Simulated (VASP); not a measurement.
All values below come from PBE GGA, VASP's PBE PAW potentials (set 64) (plane waves; VASP).

The input files of a VASP run:

File POSCAR:
```
Fe
1
   -1.4155321413     1.4155321413     1.4155321413
    1.4155321413    -1.4155321413     1.4155321413
    1.4155321413     1.4155321413    -1.4155321413
Fe
1
Direct
  0.0000000000   0.0000000000   0.0000000000
```

### INCAR
```
! general
SYSTEM  = Fe
PREC    = Accurate
ENCUT   = 400   ! plane-wave cut-off (eV)
LREAL   = .FALSE.
LASPH   = .TRUE.

! electronic loop
EDIFF   = 1E-6
NELM    = 100
ALGO    = Normal   ! blocked Davidson
LMAXMIX = 4   ! l cut-off of mixed one-centre charges

! smearing
ISMEAR  = 1
SIGMA   = 0.1   ! width (eV)

! functional
GGA     = PE

! spin
ISPIN   = 2   ! spin-polarised
MAGMOM  = 2.2

! ions
IBRION  = 2   ! conjugate gradients
NSW     = 60
ISIF    = 3   ! ions, shape and volume
EDIFFG  = -0.01

! output
LWAVE   = .FALSE.
LCHARG  = .FALSE.
LORBIT  = 10
```

**KPOINTS**
```
Regular mesh
0
Gamma
  16 16 16
0 0 0
```

POTCAR, in this order: Fe (PBE.64 set). Program: vasp_std.

What VASP printed:

**OSZICAR**
```
       N       E                     dE             d eps       ncg     rms          rms(c)
DAV:   1     0.119707357179E+02    0.11971E+02   -0.35512E+03  5509   0.887E+02
DAV:   2    -0.902897811256E+01   -0.21000E+02   -0.19563E+02  5282   0.116E+02
DAV:   3    -0.927972532445E+01   -0.25075E+00   -0.25030E+00  5856   0.174E+01
DAV:   4    -0.928085749862E+01   -0.11322E-02   -0.11321E-02  5708   0.109E+00
DAV:   5    -0.928086808677E+01   -0.10588E-04   -0.10588E-04  5611   0.954E-02    0.114E+01
DAV:   6    -0.831702126170E+01    0.96385E+00   -0.13226E+01  5512   0.581E+01    0.549E+00
DAV:   7    -0.825133855701E+01    0.65683E-01   -0.83815E-01  5500   0.142E+01    0.325E+00
DAV:   8    -0.824636051617E+01    0.49780E-02   -0.90288E-03  6430   0.800E-01    0.148E+00
DAV:   9    -0.824024711717E+01    0.61134E-02   -0.10774E-02  6541   0.899E-01    0.397E-01
DAV:  10    -0.824024253065E+01    0.45865E-05   -0.38879E-04  5398   0.305E-01    0.113E-01
DAV:  11    -0.824027994571E+01   -0.37415E-04   -0.37762E-04  6133   0.241E-01    0.415E-02
DAV:  12    -0.824028799293E+01   -0.80472E-05   -0.95012E-06  5373   0.491E-02    0.955E-03
DAV:  13    -0.824029000222E+01   -0.20093E-05   -0.36282E-07  2873   0.765E-03    0.499E-03
DAV:  14    -0.824028948837E+01    0.51385E-06   -0.13251E-07  2636   0.511E-03
   1 F= -.82402895E+01 E0= -.82403382E+01  d E =-.824029E+01  mag=     2.2122
```

### OUTCAR
```
------------------------ aborting loop because EDIFF is reached ----------------------------------------
  FORCE on cell =-STRESS in cart. coord.  units (eV):
  Direction    XX          YY          ZZ          XY          YZ          ZX
  --------------------------------------------------------------------------------------
  Total       -0.0086832     -0.0086832     -0.0086832      0.0000000      0.0000000      0.0000000
  in kB       -1.2262278     -1.2262278     -1.2262278      0.0000000      0.0000000      0.0000000
  external PRESSURE =      -1.2262278 kB  Pullay stress =       0.0000000 kB
  volume of cell :       11.35
      direct lattice vectors                 reciprocal lattice vectors
    -1.415532141  1.415532141  1.415532141     0.000000000  0.353224053  0.353224053
     1.415532141 -1.415532141  1.415532141     0.353224053  0.000000000  0.353224053
     1.415532141  1.415532141 -1.415532141     0.353224053  0.353224053  0.000000000
 POSITION                                       TOTAL-FORCE (eV/Angst)
 -----------------------------------------------------------------------------------
      0.00000      0.00000      0.00000        -0.000000      0.000000     -0.000000
 -----------------------------------------------------------------------------------
    total drift:                                0.000000      0.000000     -0.000000
  FREE ENERGIE OF THE ION-ELECTRON SYSTEM (eV)
  ---------------------------------------------------
  free  energy   TOTEN  =        -8.2402894884 eV

  energy  without entropy=       -8.2404357341  energy(sigma->0) =       -8.24033824

 total charge

# of ion       s       p       d       tot
------------------------------------------
    1        0.488   0.542   6.240   7.270

 magnetization (x)

# of ion       s       p       d       tot
------------------------------------------
    1       -0.014  -0.054   2.275   2.208

 reached required accuracy - stopping structural energy minimisation
```
(Selected blocks of OUTCAR.)

The compound is Fe in the bcc structure. It was relaxed first. The start is the result of an earlier pass.
